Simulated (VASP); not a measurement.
VASP ran on this input.

KPOINTS:
```
Automatic mesh
0
Gamma
7 7 11
0 0 0
```

### POSCAR
```
CrO2
1
    4.3024894793     0.0000000000     0.0000000000
    0.0000000000     4.3024894793     0.0000000000
    0.0000000000     0.0000000000     2.8350422257
Cr O
2 4
Direct
  0.0000000000   0.0000000000   1.0000000000
  0.5000000000   0.5000000000   0.5000000000
  0.3021815633   0.3021815633   0.0000000000
  0.8021815633   0.1978184367   0.5000000000
  0.1978184367   0.8021815633   0.5000000000
  0.6978184367   0.6978184367   0.0000000000
```

INCAR:
```
SYSTEM=CrO2
PREC=Accurate; ENCUT=620; LREAL=F
LASPH=T
EDIFF=1E-6; NELM=100; ALGO=Normal
LMAXMIX=4
ISMEAR=1; SIGMA=0.1
MAGMOM=2*2.0 4*-0.0
ISPIN=2
IBRION=2; NSW=40; ISIF=3
EDIFFG=-0.02; PSTRESS=100
LWAVE=F; LCHARG=F; LORBIT=10
```

POTCAR, in this order: Cr_pv O (LDA.64 set). Program: vasp_std.

Q: Translate this LDA calculation to Ansatz.

A: One equivalent input (not run):
Ansatz 0.2 input:
```yaml
crystal:
  lattice:
    - [4.3024895, 0.0000000, 0.0000000]
    - [0.0000000, 4.3024895, 0.0000000]
    - [0.0000000, 0.0000000, 2.8350422]
  atoms:
    - { symbol: Cr, position: [0.0000000, 0.0000000, 1.0000000], spin: 2 }
    - { symbol: Cr, position: [0.5000000, 0.5000000, 0.5000000], spin: 2 }
    - { symbol: O, position: [0.3021816, 0.3021816, 0.0000000] }
    - { symbol: O, position: [0.8021816, 0.1978184, 0.5000000] }
    - { symbol: O, position: [0.1978184, 0.8021816, 0.5000000] }
    - { symbol: O, position: [0.6978184, 0.6978184, 0.0000000] }
kpoints:
  mp_grid: { grid: [7, 7, 11] }
hamiltonian:
  xc: lda
  pseudopotentials: { kind: paw }
magnetization: { spin_polarized: true }
scf:
  occupations: { method: methfessel_paxton, width: 0.1 }
  max_iter: 100
relax:
  max_steps: 40
  f_tol: 0.02
  cell: { p_target: 10 }
output: { forces: true, stress: true, eigenvalues: true }
```
Limits of the translation: each code has its own PAW files, so the cut-off isn't converted (ENCUT is set for VASP's; basis.ecutwfc is left out, and Ansatz then takes the one that its files recommend); Ansatz stops its SCF on the density residual and VASP on the energy change (EDIFF); Ansatz's lda is the Perdew-Wang form, while the LDA potentials of VASP carry Perdew-Zunger's.

The compound is CrO2 in the rutile structure. It was relaxed first under an external pressure of 10 GPa.
